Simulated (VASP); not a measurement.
Here is the system:

```yaml
crystal:
  lattice:
    - [0.00000, 2.77669, 2.77669]
    - [2.77669, 0.00000, 2.77669]
    - [2.77669, 2.77669, 0.00000]
  atoms:
    - { symbol: Ga, position: [0.00000, 0.00000, 0.00000] }
    - { symbol: P, position: [0.25000, 0.25000, 0.25000] }
```

These are RPBE GGA, VASP's PBE PAW potentials (set 64) (plane waves; VASP 6.6.1) values and carry that method's errors. Numerical set-up: 520 eV cut-off, 7×7×7 Γ-centred mesh, Gaussian smearing of 0.050 eV, potentials Ga_d P.

Task: Estimate the energy per atom (σ→0), band gap (on the k-mesh) with the smallest direct gap where there is one.

Result: 
band gap (on the k-mesh): 1.50 eV
smallest direct gap (on the k-mesh): 1.50 eV
energy per atom (σ→0): -4.229 eV/atom

Total energies compare only between runs with the same potentials, cut-off and functional.

The compound is GaP in the zinc blende structure. It was relaxed first, which changed the volume by +6 %. The start is the result of an earlier pass.
